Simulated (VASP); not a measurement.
Here is the system:

```xyz
6
Lattice="-3.0878 3.0878 2.5236 3.0878 -3.0878 2.5236 3.0878 3.0878 -2.5236" Properties=species:S:1:pos:R:3 pbc="T T T"
Ta     2.0775     1.0103     2.5236
Ta     1.0103     2.0775     0.0000
Ta    -1.0103     2.0775     2.5236
Ta     4.0980     1.0103     0.0000
Si     0.0000     0.0000     1.2618
Si     0.0000     0.0000     3.7855
```

The numbers are results of LDA (Ceperley-Alder, Perdew-Zunger), VASP's LDA PAW potentials (set 64) (plane waves; VASP), not measurements. Settings: 300 eV cut-off, 7×7×7 Γ-centred mesh, Gaussian smearing of 0.10 eV, potentials Ta_pv Si.

Problem. Give the energies of bands 17 to 30 at the high-symmetry points, in eV from the Fermi level.

Solution. 
```json
[
 {"band": "17", "Γ": "-4.21", "X": "-3.70", "M": "-5.68", "Z": "-4.74", "P": "-3.50", "N": "-4.18"},
 {"band": "18", "Γ": "-4.21", "X": "-3.60", "M": "-3.61", "Z": "-3.46", "P": "-3.50", "N": "-4.18"},
 {"band": "19", "Γ": "-2.45", "X": "-3.45", "M": "-3.61", "Z": "-3.46", "P": "-2.72", "N": "-2.48"},
 {"band": "20", "Γ": "-2.45", "X": "-3.22", "M": "-3.17", "Z": "-3.36", "P": "-2.72", "N": "-2.48"},
 {"band": "21", "Γ": "-2.45", "X": "-2.66", "M": "-2.23", "Z": "-2.27", "P": "-2.09", "N": "-1.99"},
 {"band": "22", "Γ": "-2.45", "X": "-2.11", "M": "-1.40", "Z": "-1.40", "P": "-2.09", "N": "-1.99"},
 {"band": "23", "Γ": "-2.41", "X": "-1.85", "M": "-1.02", "Z": "-1.09", "P": "-1.87", "N": "-1.92"},
 {"band": "24", "Γ": "-1.95", "X": "-1.41", "M": "-0.99", "Z": "-0.94", "P": "-1.87", "N": "-1.92"},
 {"band": "25", "Γ": "0.17", "X": "-0.17", "M": "-0.99", "Z": "-0.94", "P": "-1.06", "N": "-0.99"},
 {"band": "26", "Γ": "0.23", "X": "0.02", "M": "-0.97", "Z": "-0.69", "P": "-1.06", "N": "-0.99"},
 {"band": "27", "Γ": "0.93", "X": "0.09", "M": "-0.24", "Z": "-0.20", "P": "0.75", "N": "0.69"},
 {"band": "28", "Γ": "1.28", "X": "0.65", "M": "0.23", "Z": "0.43", "P": "0.75", "N": "0.69"},
 {"band": "29", "Γ": "1.28", "X": "1.32", "M": "0.72", "Z": "0.43", "P": "1.80", "N": "1.87"},
 {"band": "30", "Γ": "1.57", "X": "1.78", "M": "0.72", "Z": "0.92", "P": "1.80", "N": "1.87"}
]
```

It has no gap at this level: it comes out as a metal or semimetal.

The structure comes from a computed database's Ta2Si entry (I4/mcm); how it stands against other phases isn't given here. The cell was not relaxed at this level.
